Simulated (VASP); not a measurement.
# Li3SeF (Pm-3m) in VASP: notebook

Runs on Li3SeF. Level: PBE. Tasks: single point, relaxation of cell and atoms.

Program: VASP 6.6.1. These are calculated values, not measurements. Logs are shortened: lines on timing, memory, paths and dates and some standing lists are left out, and cuts for length are marked.

## (1) The crystal as given

It takes space group Pm-3m (No. 221, cubic). The conventional cell has a = 3.996 Å, b = 3.996 Å, c = 3.996 Å, α = 90.00°, β = 90.00°, γ = 90.00°. Around Li (site symmetry 4/mmm) lie 2 F at 2.00 Å. Se (site symmetry m-3m) is surrounded by 12 Li at 2.83 Å. Around F (site symmetry m-3m) lie 6 Li at 2.00 Å.

The cell was built by a generator and needn't be a form met in nature.

## (2) Single point, PBE

INCAR

```
ALGO = Normal
EDIFF = 1E-6
ENCUT = 520
GGA = PE
ISIF = 2
ISMEAR = 0
LASPH = T
LCHARG = F
LREAL = F
LWAVE = F
NBANDS = 19
NELM = 100
PREC = Accurate
SIGMA = 0.02
```

KPOINTS

```
k-points
0
Gamma
  6 6 6
```

POSCAR

```
Li3SeF
1.0
    3.9962740045      0.0000000000      0.0000000000
    0.0000000000      3.9962740045      0.0000000000
    0.0000000000      0.0000000000      3.9962740045
Li Se F
3 1 1
Direct
    0.5000000000      0.0000000000      0.5000000000
    0.5000000000      0.5000000000      0.0000000000
    0.0000000000      0.5000000000      0.5000000000
    0.0000000000      0.0000000000      0.0000000000
    0.5000000000      0.5000000000      0.5000000000
```

Potentials or basis: VASP PAW PBE potentials, release 64 (Li_sv, Se, F).

The run is started by

```sh
$ cat potpaw_PBE.64/Li_sv/POTCAR potpaw_PBE.64/Se/POTCAR potpaw_PBE.64/F/POTCAR > POTCAR
$ mpirun -np 1 vasp_std > vasp.out
```

OUTCAR:

```text
EDIFF = 1E-6
   ENCUT = 520
   GGA = PE
   ISIF = 2
   ISMEAR = 0
   LASPH = T
   LREAL = F
   NELM = 100
   PREC = Accurate

 ion  position               nearest neighbor table
   1  0.500  0.000  0.500-   5 2.00   5 2.00
   2  0.500  0.500  0.000-   5 2.00   5 2.00
   3  0.000  0.500  0.500-   5 2.00   5 2.00
   4  0.000  0.000  0.000-
   5  0.500  0.500  0.500-   1 2.00   2 2.00   3 2.00   2 2.00   1 2.00   3 2.00

  LATTYP: Found a simple cubic cell.
 ALAT       =     3.9962740045

  Lattice vectors:

 A1 = (   3.9962740045,   0.0000000000,   0.0000000000)
 A2 = (   0.0000000000,   3.9962740045,   0.0000000000)
 A3 = (   0.0000000000,   0.0000000000,   3.9962740045)

Analysis of symmetry for initial positions (statically):
=====================================================================
 Subroutine PRICEL returns:
 Original cell was already a primitive cell.

 Routine SETGRP: Setting up the symmetry group for a
 simple cubic supercell.

 Subroutine GETGRP returns: Found 48 space group operations
 (whereof 48 operations were pure point group operations)
 out of a pool of 48 trial point group operations.

The static configuration has the point symmetry O_h .

Analysis of symmetry for dynamics (positions and initial velocities):
=====================================================================
 Subroutine PRICEL returns:
 Original cell was already a primitive cell.

 Routine SETGRP: Setting up the symmetry group for a
 simple cubic supercell.

 Subroutine GETGRP returns: Found 48 space group operations
 (whereof 48 operations were pure point group operations)
 out of a pool of 48 trial point group operations.

The dynamic configuration has the point symmetry O_h .

 Subroutine INISYM returns: Found 48 space group operations
 (whereof 48 operations are pure point group operations),
 and found     1 'primitive' translations

----------------------------------------------------------------------------------------

                                     Primitive cell

  volume of cell :      63.8213

  direct lattice vectors                    reciprocal lattice vectors
     3.996274005  0.000000000  0.000000000     0.250233092  0.000000000  0.000000000
     0.000000000  3.996274005  0.000000000     0.000000000  0.250233092  0.000000000
     0.000000000  0.000000000  3.996274005     0.000000000  0.000000000  0.250233092

  length of vectors
     3.996274005  3.996274005  3.996274005     0.250233092  0.250233092  0.250233092

  position of ions in fractional coordinates (direct lattice)
     0.500000000  0.000000000  0.500000000
     0.500000000  0.500000000  0.000000000
     0.000000000  0.500000000  0.500000000
     0.000000000  0.000000000  0.000000000
     0.500000000  0.500000000  0.500000000

  ion indices of the primitive-cell ions
   primitive index   ion index
                 1           1
                 2           2
                 3           3
                 4           4
                 5           5

----------------------------------------------------------------------------------------

 KPOINTS: k-points

Automatic generation of k-mesh.
 Grid dimensions read from file:
 generate k-points for:    6    6    6

 Generating k-lattice:

  Cartesian coordinates                     Fractional coordinates (reciprocal lattice)
     0.041705515  0.000000000  0.000000000     0.166666667  0.000000000  0.000000000
     0.000000000  0.041705515  0.000000000     0.000000000  0.166666667  0.000000000
     0.000000000  0.000000000  0.041705515     0.000000000  0.000000000  0.166666667

  Length of vectors
     0.041705515  0.041705515  0.041705515

  Shift w.r.t. Gamma in fractional coordinates (k-lattice)
     0.000000000  0.000000000  0.000000000

 Subroutine IBZKPT returns following result:
 ===========================================

 Found     20 irreducible k-points:

 Following reciprocal coordinates:
            Coordinates               Weight
  0.000000  0.000000  0.000000      1.000000
  0.166667  0.000000  0.000000      6.000000
  0.333333  0.000000  0.000000      6.000000
  0.500000  0.000000  0.000000      3.000000
  0.166667  0.166667  0.000000     12.000000
  0.333333  0.166667  0.000000     24.000000
[... 12 lines left out ...]
  0.500000  0.500000  0.333333      6.000000
  0.500000  0.500000  0.500000      1.000000
   k-points           NKPTS =     20   k-points in BZ     NKDIM =     20   number of bands    NBANDS=     19
   number of dos      NEDOS =    301   number of ions     NIONS =      5
   total plane-waves  NPLWV =  27000
   dimension x,y,z NGX =    30 NGY =   30 NGZ =   30
   dimension x,y,z NGXF=    60 NGYF=   60 NGZF=   60
   ions per type =               3   1   1
   NGX,Y,Z   is equivalent  to a cutoff of  12.48, 12.48, 12.48 a.u.
   NGXF,Y,Z  is equivalent  to a cutoff of  24.96, 24.96, 24.96 a.u.
 SYSTEM =  unknown system
   PREC   = accura    normal or accurate (medium, high low for compatibility)
   ISTART =      0    job   : 0-new  1-cont  2-samecut
   ICHARG =      2    charge: 1-file 2-atom 10-const
   ISPIN  =      1    spin polarized calculation?
   LNONCOLLINEAR =      F non collinear calculations
   LSORBIT =      F    spin-orbit coupling
   LASPH  =      T    aspherical Exc in radial PAW
   ENCUT  =  520.0 eV  38.22 Ry    6.18 a.u.   7.43  7.43  7.43*2*pi/ulx,y,z
   NELM   =    100;   NELMIN=  2; NELMDL= -5     # of ELM steps
   EDIFF  = 0.1E-05   stopping-criterion for ELM
   LREAL  =      F    real-space projection
   EDIFFG = 0.1E-04   stopping-criterion for IOM
   NSW    =      0    number of steps for IOM
   IBRION =     -1    ionic relax: 0-MD 1-quasi-New 2-CG
   NFREE  =      0    steps in history (QN), initial steepest desc. (CG)
   ISIF   =      2    stress and relaxation
   ISYM   =      2    0-nonsym 1-usesym 2-fastsym
   POTIM  = 0.5000    time-step for ionic-motion
   TEBEG  =    0.0;   TEEND  =   0.0 temperature during run
   PSTRESS=    0.0 pullay stress
   NELECT =      22.0000    total number of electrons
   NUPDOWN=      -1.0000    fix difference up-down
   EMIN   =  10.00;   EMAX   =-10.00  energy-range for DOS
   EFERMI =   0.00;   METHOD = LEGACY
   ISMEAR =     0;   SIGMA  =   0.02  broadening in eV -4-tet -1-fermi 0-gaus
   EFERMI_NEDOS =   21; number of points for ismear=-14 and -15
   IALGO  =     38    algorithm
   IMIX   =      4    mixing-type and parameters
     AMIX     =   0.40;   BMIX     =  1.00
     AMIX_MAG =   1.60;   BMIX_MAG =  1.00
  volume/ion in A,a.u.               =      12.76        86.14
  Fermi-wavevector in a.u.,A,eV,Ry     =   1.147873  2.169165 17.927202  1.317612
  Thomas-Fermi vector in A             =   2.284551
   LORBIT       =      0    0 simple, 1 ext, 2 COOP (PROOUT), +10 PAW based schemes
   GGA     = PE    functional components
   LHFCALC =     F    Hartree Fock is set to
   AEXX    =    0.0000 exact exchange contribution
   IVDW    =     0    specifies the selected vdW correction
   LEPSILON=     F    determine dielectric tensor
   LRPA    =     F    only Hartree local field effects (RPA)
 non-spin polarized calculation
 Gauss-broadening in eV      SIGMA  =   0.02
  energy-cutoff  :      520.00
  volume of cell :       63.82
 maximum number of plane-waves:      1743
 NGX is ok and might be reduce to    30
   NGX = 15   NGY = 15   NGZ = 15

 number of electron      21.9999950 magnetization

 Free energy of the ion-electron system (eV)
  ---------------------------------------------------
  ext. energy  EPLUGINS =         0.00000000
  ---------------------------------------------------
  free energy    TOTEN  =       -20.49789569 eV

  energy without entropy =      -20.49789569  energy(sigma->0) =      -20.49789569

 E-fermi :   2.7178     XC(G=0):  -9.2153

 val. band max:        2.6243622462   @ k =   0.5000   0.5000   0.0000
 cond. band min:       6.3835906756   @ k =   0.0000   0.0000   0.0000
 fundamental gap:      3.7592284294
 Fermi energy:         2.7177901930

 k-point     1 :       0.0000    0.0000    0.0000
  band No.  band energies     occupation
      1     -42.8614      2.00000
      2     -42.8099      2.00000
      3     -42.8099      2.00000
      4     -21.4914      2.00000
      5      -8.9914      2.00000
      6      -3.5159      2.00000
[... 11 lines left out ...]
     18      13.3162      0.00000
     19      13.3162      0.00000

 k-point     2 :       0.1667    0.0000    0.0000
  band No.  band energies     occupation
      1     -42.8583      2.00000
      2     -42.8127      2.00000
      3     -42.8098      2.00000
      4     -21.4981      2.00000
      5      -8.9571      2.00000
      6      -3.4870      2.00000
[... 11 lines left out ...]
     18      12.8000      0.00000
     19      12.8000      0.00000

 k-point     3 :       0.3333    0.0000    0.0000
  band No.  band energies     occupation
      1     -42.8503      2.00000
      2     -42.8200      2.00000
      3     -42.8097      2.00000
      4     -21.5115      2.00000
      5      -8.8858      2.00000
      6      -3.4280      2.00000
[... 11 lines left out ...]
     18      12.6950      0.00000
     19      12.6950      0.00000

 k-point     4 :       0.5000    0.0000    0.0000
  band No.  band energies     occupation
      1     -42.8440      2.00000
      2     -42.8258      2.00000
      3     -42.8095      2.00000
      4     -21.5178      2.00000
      5      -8.8487      2.00000
      6      -3.3979      2.00000
[... 319 lines left out ...]
     18      12.9423      0.00000
     19      15.7906      0.00000

 k-point    19 :       0.5000    0.5000    0.3333
  band No.  band energies     occupation
      1     -42.8256      2.00000
      2     -42.8254      2.00000
      3     -42.8254      2.00000
      4     -21.5680      2.00000
      5      -8.3105      2.00000
      6      -3.2551      2.00000
[... 11 lines left out ...]
     18      12.7028      0.00000
     19      17.0922      0.00000

 k-point    20 :       0.5000    0.5000    0.5000
  band No.  band energies     occupation
      1     -42.8254      2.00000
      2     -42.8254      2.00000
      3     -42.8254      2.00000
      4     -21.5753      2.00000
      5      -8.2259      2.00000
      6      -3.1835      2.00000
[... 11 lines left out ...]
     18      12.5161      0.00000
     19      17.5217      0.00000

------------------------ aborting loop because EDIFF is reached ----------------------------------------

  FORCE on cell =-STRESS in cart. coord.  units (eV):
  Direction    XX          YY          ZZ          XY          YZ          ZX
  --------------------------------------------------------------------------------------
  -------------------------------------------------------------------------------------
  Total       -0.0587167     -0.0587167     -0.0587167     -0.0000000      0.0000000      0.0000000
  in kB       -1.4740310     -1.4740310     -1.4740310     -0.0000000      0.0000000      0.0000000
  external PRESSURE =      -1.4740310 kB  Pullay stress =       0.0000000 kB

 VOLUME and BASIS-vectors are now :
 -----------------------------------------------------------------------------
  energy-cutoff  :      520.00
  volume of cell :       63.82
      direct lattice vectors                 reciprocal lattice vectors
     3.996274005  0.000000000  0.000000000     0.250233092  0.000000000  0.000000000
     0.000000000  3.996274005  0.000000000     0.000000000  0.250233092  0.000000000
     0.000000000  0.000000000  3.996274005     0.000000000  0.000000000  0.250233092

 POSITION                                       TOTAL-FORCE (eV/Angst)
 -----------------------------------------------------------------------------------
      1.99814      0.00000      1.99814         0.000000      0.000000      0.000000
      1.99814      1.99814      0.00000         0.000000      0.000000      0.000000
      0.00000      1.99814      1.99814         0.000000      0.000000      0.000000
      0.00000      0.00000      0.00000         0.000000      0.000000      0.000000
      1.99814      1.99814      1.99814         0.000000      0.000000      0.000000
 -----------------------------------------------------------------------------------
    total drift:                                0.000000      0.000000      0.000000

  FREE ENERGIE OF THE ION-ELECTRON SYSTEM (eV)
  ---------------------------------------------------
  free  energy   TOTEN  =       -20.4978956948 eV

  energy  without entropy=      -20.4978956948  energy(sigma->0) =      -20.49789569
```

It took 18 s on 1 thread of Intel Xeon Platinum 8375C at 2.90GHz (Ice Lake), shared host; peak memory 0.17 GiB.

What came out:

```yaml
Free_energy: -20.4979 eV
Band_gap_on_the_k_mesh: 3.76 eV, indirect (least direct gap 4.06 eV)
```

Levels at points of the mesh, in eV from the valence-band top:
| k point | band 8 | band 9 | band 10 | band 11 | band 12 | band 13 | band 14 | band 15 |
| --- | --- | --- | --- | --- | --- | --- | --- | --- |
| (0.00, 0.00, 0.00) | -6.14 | -0.66 | -0.66 | -0.66 | 3.76 | 5.60 | 5.60 | 9.95 |
| (0.50, 0.00, 0.00) | -5.73 | -2.87 | -0.52 | -0.52 | 4.91 | 5.12 | 6.62 | 6.62 |
| (0.50, 0.50, 0.00) | -5.96 | -2.18 | -2.18 | 0.00 | 4.06 | 4.07 | 6.40 | 6.40 |
| (0.50, 0.50, 0.50) | -5.81 | -2.70 | -2.70 | -2.70 | 6.18 | 6.18 | 6.18 | 6.70 |

Caveat: the cutoff is under 1.25 times the usual one of these potentials, so pressure, stress and relaxed cells hold a basis-set (Pulay) error. A k mesh can miss the band edges.

## (3) Relaxation of cell and atoms, PBE

This run uses another cell than the first one, of 12.84 Å³/atom, 1.006 times its volume.

INCAR

```
SYSTEM = Li3SeF
PREC     = Accurate       ! precision mode
ENCUT    = 600            ! plane-wave cutoff, eV
EDIFF    = 1E-7           ! SCF threshold, eV
ISMEAR   = 0              ! smearing method
SIGMA    = 0.02           ! smearing width, eV
LREAL    = .FALSE.        ! projectors in reciprocal space
LASPH    = .TRUE.         ! aspherical terms in the spheres
NELM     = 100            ! most SCF steps
ALGO     = Normal         ! electronic algorithm
ISIF     = 3              ! what is computed and relaxed
LWAVE    = .FALSE.        ! write WAVECAR
LCHARG   = .FALSE.        ! write CHGCAR
GGA      = PE             ! functional
IBRION   = 2              ! ionic algorithm
NSW      = 100            ! ionic steps
EDIFFG   = -0.01          ! ionic threshold
```

KPOINTS

```
regular mesh
0
G
  6 6 6
  0 0 0
```

POSCAR, as its differences from that of step 2:

```diff
@@ -2,5 +2,5 @@
 1.0
-    3.9962740045      0.0000000000      0.0000000000
-    0.0000000000      3.9962740045      0.0000000000
-    0.0000000000      0.0000000000      3.9962740045
+    4.0042364062      0.0000000000      0.0000000000
+    0.0000000000      4.0042364062      0.0000000000
+    0.0000000000      0.0000000000      4.0042364062
 Li Se F
```

Potentials or basis: VASP PAW PBE potentials, release 64 (Li_sv, Se, F).

The run is started by

```sh
$ cat potpaw_PBE.64/Li_sv/POTCAR potpaw_PBE.64/Se/POTCAR potpaw_PBE.64/F/POTCAR > POTCAR
$ mpirun -np 1 vasp_std > vasp.out
```

It took 34 s on 1 thread of Intel Xeon Platinum 8375C at 2.90GHz (Ice Lake), shared host; peak memory 0.19 GiB.

The run converged. Its results:

- Free energy: -20.5006 eV
- Relaxed volume: 12.69 Å³/atom
- Relaxed cell: a = 3.988 Å, b = 3.988 Å, c = 3.988 Å, α = 90.00°, β = 90.00°, γ = 90.00°
- Space group after relaxing (to 0.05 Å): Pm-3m (No. 221)
- Energy gained by relaxing: 0.3 meV/atom
- Ionic steps: 3
- Pressure after relaxing: 0.0 GPa
- Band gap on the k mesh: 3.80 eV, indirect (least direct gap 4.07 eV)

The path:
```tsv
step	energy change (eV)	largest force (eV/Å)	pressure (GPa)	volume (Å³)
1	0.0000	0.0000	-0.55	64.20
2	-0.0010	0.0000	-0.26	63.80
3	-0.0013	0.0000	0.01	63.43
```

Final structure:
```
CELL_PARAMETERS angstrom
3.98799 0.00000 0.00000
0.00000 3.98799 0.00000
0.00000 0.00000 3.98799
ATOMIC_POSITIONS crystal
Li 0.50000 0.00000 0.50000
Li 0.50000 0.50000 0.00000
Li 0.00000 0.50000 0.50000
Se 0.00000 0.00000 0.00000
F 0.50000 0.50000 0.50000
```

Levels at points of the mesh, in eV from the valence-band top:
```
           k point  band 9  band 10  band 11  band 12  band 13  band 14
(0.00, 0.00, 0.00)   -0.66    -0.66    -0.66     3.80     5.60     5.60
(0.50, 0.00, 0.00)   -2.89    -0.52    -0.52     4.94     5.11     6.63
(0.50, 0.50, 0.00)   -2.20    -2.20     0.00     4.07     4.08     6.40
(0.50, 0.50, 0.50)   -2.73    -2.73    -2.73     6.19     6.19     6.19
```

Caveat: the cutoff is under 1.25 times the usual one of these potentials, so pressure, stress and relaxed cells hold a basis-set (Pulay) error.
